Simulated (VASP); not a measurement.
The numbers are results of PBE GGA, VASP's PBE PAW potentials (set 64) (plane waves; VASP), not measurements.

VASP input:

KPOINTS:
```
Automatic mesh
0
Gamma
1 1 1
0 0 0
```

INCAR:
```
SYSTEM=Ga36N36
PREC=Normal; ENCUT=400; LREAL=Auto
LASPH=.True.
EDIFF=1E-6; NELM=100; NELMIN=4
ALGO=Fast; LMAXMIX=4
ISMEAR=0; SIGMA=0.05
GGA=PE
LWAVE=.True.; LCHARG=.False.; LORBIT=11
LVHAR=.True.
```

File POSCAR:
```
Ga36N36
1
    4.8683178927    -8.4321738171     0.0000000000
    4.8683178927     8.4321738171     0.0000000000
    0.0000000000     0.0000000000    10.5562839806
Ga N
36 36
Direct
  0.2222220000   0.1111110000   0.2500000000
  0.1111110000   0.2222220000   0.0000000000
  0.2222220000   0.1111110000   0.7500000000
  0.1111110000   0.2222220000   0.5000000000
  0.2222220000   0.4444440000   0.2500000000
  0.1111110000   0.5555560000   0.0000000000
  0.2222220000   0.4444440000   0.7500000000
  0.1111110000   0.5555560000   0.5000000000
  0.2222220000   0.7777780000   0.2500000000
  0.1111110000   0.8888890000   0.0000000000
  0.2222220000   0.7777780000   0.7500000000
  0.1111110000   0.8888890000   0.5000000000
  0.5555560000   0.1111110000   0.2500000000
  0.4444440000   0.2222220000   0.0000000000
  0.5555560000   0.1111110000   0.7500000000
  0.4444440000   0.2222220000   0.5000000000
  0.5555560000   0.4444440000   0.2500000000
  0.4444440000   0.5555560000   0.0000000000
  0.5555560000   0.4444440000   0.7500000000
  0.4444440000   0.5555560000   0.5000000000
  0.5555560000   0.7777780000   0.2500000000
  0.4444440000   0.8888890000   0.0000000000
  0.5555560000   0.7777780000   0.7500000000
  0.4444440000   0.8888890000   0.5000000000
  0.8888890000   0.1111110000   0.2500000000
  0.7777780000   0.2222220000   0.0000000000
  0.8888890000   0.1111110000   0.7500000000
  0.7777780000   0.2222220000   0.5000000000
  0.8888890000   0.4444440000   0.2500000000
  0.7777780000   0.5555560000   0.0000000000
  0.8888890000   0.4444440000   0.7500000000
  0.7777780000   0.5555560000   0.5000000000
  0.8888890000   0.7777780000   0.2500000000
  0.7777780000   0.8888890000   0.0000000000
  0.8888890000   0.7777780000   0.7500000000
  0.7777780000   0.8888890000   0.5000000000
  0.2222220000   0.1111110000   0.4385000000
  0.1111110000   0.2222220000   0.1885000000
  0.2222220000   0.1111110000   0.9385000000
  0.1111110000   0.2222220000   0.6885000000
  0.2222220000   0.4444440000   0.4385000000
  0.1111110000   0.5555560000   0.1885000000
  0.2222220000   0.4444440000   0.9385000000
  0.1111110000   0.5555560000   0.6885000000
  0.2222220000   0.7777780000   0.4385000000
  0.1111110000   0.8888890000   0.1885000000
  0.2222220000   0.7777780000   0.9385000000
  0.1111110000   0.8888890000   0.6885000000
  0.5555560000   0.1111110000   0.4385000000
  0.4444440000   0.2222220000   0.1885000000
  0.5555560000   0.1111110000   0.9385000000
  0.4444440000   0.2222220000   0.6885000000
  0.5555560000   0.4444440000   0.4385000000
  0.4444440000   0.5555560000   0.1885000000
  0.5555560000   0.4444440000   0.9385000000
  0.4444440000   0.5555560000   0.6885000000
  0.5555560000   0.7777780000   0.4385000000
  0.4444440000   0.8888890000   0.1885000000
  0.5555560000   0.7777780000   0.9385000000
  0.4444440000   0.8888890000   0.6885000000
  0.8888890000   0.1111110000   0.4385000000
  0.7777780000   0.2222220000   0.1885000000
  0.8888890000   0.1111110000   0.9385000000
  0.7777780000   0.2222220000   0.6885000000
  0.8888890000   0.4444440000   0.4385000000
  0.7777780000   0.5555560000   0.1885000000
  0.8888890000   0.4444440000   0.9385000000
  0.7777780000   0.5555560000   0.6885000000
  0.8888890000   0.7777780000   0.4385000000
  0.7777780000   0.8888890000   0.1885000000
  0.8888890000   0.7777780000   0.9385000000
  0.7777780000   0.8888890000   0.6885000000
```

POTCAR, in this order: Ga N (PBE.64 set). Program: vasp_gam. Read from the step before: WAVECAR.

The run wrote:

**OSZICAR**
```
       N       E                     dE             d eps       ncg     rms          rms(c)
DAV:   1    -0.433066843413E+03   -0.43307E+03   -0.80147E-05   404   0.153E-02    0.195E-02
RMM:   2    -0.433066838020E+03    0.53936E-05   -0.29488E-05   365   0.962E-03    0.136E-02
RMM:   3    -0.433066838564E+03   -0.54446E-06   -0.70946E-06   392   0.528E-03    0.135E-02
RMM:   4    -0.433066838573E+03   -0.89349E-08   -0.68352E-07   288   0.180E-03
   1 F= -.43306684E+03 E0= -.43306684E+03  d E =-.138891E-14
```

### OUTCAR
```
------------------------ aborting loop because EDIFF is reached ----------------------------------------
  FORCE on cell =-STRESS in cart. coord.  units (eV):
  Direction    XX          YY          ZZ          XY          YZ          ZX
  --------------------------------------------------------------------------------------
  Total       -9.1029591     -9.1029588    -20.0625426      0.0000000      0.0000000      0.0000000
  in kB      -16.8280438    -16.8280433    -37.0883075      0.0000000      0.0000000      0.0000000
  external PRESSURE =     -23.5814649 kB  Pullay stress =       0.0000000 kB
  volume of cell :      866.68
      direct lattice vectors                 reciprocal lattice vectors
     4.868317893 -8.432173817  0.000000000     0.102704879 -0.059296690  0.000000000
     4.868317893  8.432173817  0.000000000     0.102704879  0.059296690  0.000000000
     0.000000000  0.000000000 10.556283981     0.000000000  0.000000000  0.094730305
  FREE ENERGIE OF THE ION-ELECTRON SYSTEM (eV)
  ---------------------------------------------------
  free  energy   TOTEN  =      -433.0668385731 eV

  energy  without entropy=     -433.0668385731  energy(sigma->0) =     -433.06683857

 total charge

# of ion       s       p       d       tot
------------------------------------------
    1        0.987   1.347   0.359   2.693
    2        0.987   1.347   0.359   2.693
    3        0.987   1.347   0.359   2.693
    4        0.987   1.347   0.359   2.693
    5        0.987   1.347   0.359   2.693
    6        0.987   1.347   0.359   2.693
    7        0.987   1.347   0.359   2.693
    8        0.987   1.347   0.359   2.693
    9        0.987   1.347   0.359   2.693
   10        0.987   1.347   0.359   2.693
   11        0.987   1.347   0.359   2.693
   12        0.987   1.347   0.359   2.693
   13        0.987   1.347   0.359   2.693
   14        0.987   1.347   0.359   2.693
   15        0.987   1.347   0.359   2.693
   16        0.987   1.347   0.359   2.693
   17        0.987   1.347   0.359   2.693
   18        0.987   1.347   0.359   2.693
   19        0.987   1.347   0.359   2.693
   20        0.987   1.347   0.359   2.693
   21        0.987   1.347   0.359   2.693
   22        0.987   1.347   0.359   2.693
   23        0.987   1.347   0.359   2.693
   24        0.987   1.347   0.359   2.693
   25        0.987   1.347   0.359   2.693
   26        0.987   1.347   0.359   2.693
   27        0.987   1.347   0.359   2.693
   28        0.987   1.347   0.359   2.693
   29        0.987   1.347   0.359   2.693
   30        0.987   1.347   0.359   2.693
   31        0.987   1.347   0.359   2.693
   32        0.987   1.347   0.359   2.693
   33        0.987   1.347   0.359   2.693
   34        0.987   1.347   0.359   2.693
   35        0.987   1.347   0.359   2.693
   36        0.987   1.347   0.359   2.693
   37        1.229   2.453   0.000   3.682
   38        1.229   2.453   0.000   3.682
   39        1.229   2.453   0.000   3.682
   40        1.229   2.453   0.000   3.682
   41        1.229   2.453   0.000   3.682
   42        1.229   2.453   0.000   3.682
   43        1.229   2.453   0.000   3.682
   44        1.229   2.453   0.000   3.682
   45        1.229   2.453   0.000   3.682
   46        1.229   2.453   0.000   3.682
   47        1.229   2.453   0.000   3.682
   48        1.229   2.453   0.000   3.682
   49        1.229   2.453   0.000   3.682
   50        1.229   2.453   0.000   3.682
   51        1.229   2.453   0.000   3.682
   52        1.229   2.453   0.000   3.682
   53        1.229   2.453   0.000   3.682
   54        1.229   2.453   0.000   3.682
   55        1.229   2.453   0.000   3.682
   56        1.229   2.453   0.000   3.682
   57        1.229   2.453   0.000   3.682
   58        1.229   2.453   0.000   3.682
   59        1.229   2.453   0.000   3.682
   60        1.229   2.453   0.000   3.682
   61        1.229   2.453   0.000   3.682
   62        1.229   2.453   0.000   3.682
   63        1.229   2.453   0.000   3.682
   64        1.229   2.453   0.000   3.682
   65        1.229   2.453   0.000   3.682
   66        1.229   2.453   0.000   3.682
   67        1.229   2.453   0.000   3.682
   68        1.229   2.453   0.000   3.682
   69        1.229   2.453   0.000   3.682
   70        1.229   2.453   0.000   3.682
   71        1.229   2.453   0.000   3.682
   72        1.229   2.453   0.000   3.682
--------------------------------------------------
tot         79.788 136.793  12.911 229.492
```
(Selected blocks of OUTCAR.)

At this cut-off the stress carries a Pulay error, which pulls relaxed volumes low. The supercell is sampled at Γ alone, which is coarse: total energies, pressure and levels can be off, energies of defects by several tenths of an eV.

The cell is a supercell, built from GaN (wurtzite).
